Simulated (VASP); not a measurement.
An input for Quantum ESPRESSO's pw.x (written as the equivalent of a VASP run, and not itself run):

```
&CONTROL
  calculation = 'vc-relax'
  pseudo_dir = './pseudo'
  outdir = './out'
  tprnfor = .true.
  tstress = .true.
  nstep = 60
  forc_conv_thr = 0.00039
/
&SYSTEM
  ibrav = 0
  nat = 2
  ntyp = 1
  ecutwfc = 80
  occupations = 'smearing'
  smearing = 'gaussian'
  degauss = 0.003675
  input_dft = 'vdw-df2-b86r'
/
&ELECTRONS
  conv_thr = 7.3e-08
  electron_maxstep = 100
/
&IONS
/
&CELL
/
ATOMIC_SPECIES
  Sb 121.760 Sb.upf
CELL_PARAMETERS angstrom
     3.9821101   -2.1835100   -0.0091365
     3.9821101    2.1835100   -0.0091365
     2.7930628   -0.0000000    3.5810332
ATOMIC_POSITIONS crystal
  Sb   0.2342962  0.2342962  0.2342962
  Sb   0.7657038  0.7657038  0.7657038
K_POINTS automatic
  7 7 7 0 0 0
```

### Question
Translate this input to VASP (INCAR, KPOINTS, POSCAR, choice of POTCAR).

### Answer
This is not unique; one that fits is 
File POSCAR:
```
Sb
1
    3.9821100968    -2.1835099597    -0.0091364507
    3.9821100968     2.1835099597    -0.0091364507
    2.7930627699    -0.0000000000     3.5810331941
Sb
2
Direct
  0.2342962145   0.2342962145   0.2342962145
  0.7657037855   0.7657037855   0.7657037855
```

### INCAR
```
SYSTEM  =  Sb
PREC  =  Accurate; ENCUT  =  520; LREAL  =  .FALSE.
LASPH  =  .TRUE.
EDIFF  =  1E-6; NELM  =  100; ALGO  =  Normal
LMAXMIX  =  4
ISMEAR  =  0; SIGMA  =  0.05
GGA  =  MK; LUSE_VDW  =  .TRUE.; AGGAC  =  0.0
PARAM1  =  0.1234568; PARAM2  =  0.7114; ZAB_VDW  =  -1.8867
IBRION  =  2; NSW  =  60; ISIF  =  3
EDIFFG  =  -0.01
LWAVE  =  .FALSE.; LCHARG  =  .FALSE.
```

KPOINTS:
```
K-points
0
gamma
  7 7 7
```

POTCAR, in this order: Sb (PBE.64 set). Program: vasp_std.

What does not carry over: the potentials are each code's own (VASP's PAW set, PseudoDojo norm-conserving files in pw.x), so ENCUT and ecutwfc are chosen apart and not converted; conv_thr bounds pw.x's estimated SCF error, while EDIFF bounds the energy change between steps; forc_conv_thr acts on force components and is met together with etot_conv_thr.

The compound is Sb in the a7 structure. This run relaxes it. Symmetry was kept, so distortions that lower it aren't found. The start is the result of an earlier pass.
